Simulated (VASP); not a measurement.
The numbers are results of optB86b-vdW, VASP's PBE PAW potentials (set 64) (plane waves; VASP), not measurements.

A VASP calculation is set up with these files.

**POSCAR**
```
CdTe
1.0
  0.0000000000   3.2782619135   3.2782619135
  3.2782619135   0.0000000000   3.2782619135
  3.2782619135   3.2782619135   0.0000000000
Cd Te
1 1
direct
  0.0000000000   0.0000000000   0.0000000000
  0.2500000000   0.2500000000   0.2500000000
```

INCAR:
```
! general
SYSTEM   = CdTe
PREC     = Accurate
ENCUT    = 520
LREAL    = F   ! projection in real space or not
LASPH    = T   ! aspherical one-centre terms

! electronic loop
EDIFF    = 1E-6   ! SCF stop (eV)
NELM     = 100   ! most electronic steps
ALGO     = Normal
LMAXMIX  = 4   ! l cut-off of mixed one-centre charges

! smearing
ISMEAR   = 0   ! Gaussian
SIGMA    = 0.05

! functional
GGA      = MK
LUSE_VDW = T
AGGAC    = 0.0
PARAM1   = 0.1234
PARAM2   = 1.0

! ions
IBRION   = 2   ! conjugate gradients
NSW      = 60   ! most ionic steps
ISIF     = 3   ! ions, shape and volume
EDIFFG   = -0.01   ! ionic stop

! output
LWAVE    = F
LCHARG   = F
```

KPOINTS:
```
K-points
0
G
6 6 6
0 0 0
```

POTCAR, in this order: Cd Te (PBE.64 set). Program: vasp_std.

What will the output report for the number of irreducible k-points (NKPTS), largest plane-wave count, number of space-group operations, FFT grid (NGX, NGY, NGZ)?

```yaml
number of irreducible k-points (NKPTS): 16
largest_plane_wave_count: 1917
number_of_space_group_operations: 24
FFT grid (NGX, NGY, NGZ): 36 × 36 × 36
```

The compound is CdTe in the zinc blende structure. It was relaxed first. The start is the result of an earlier pass.
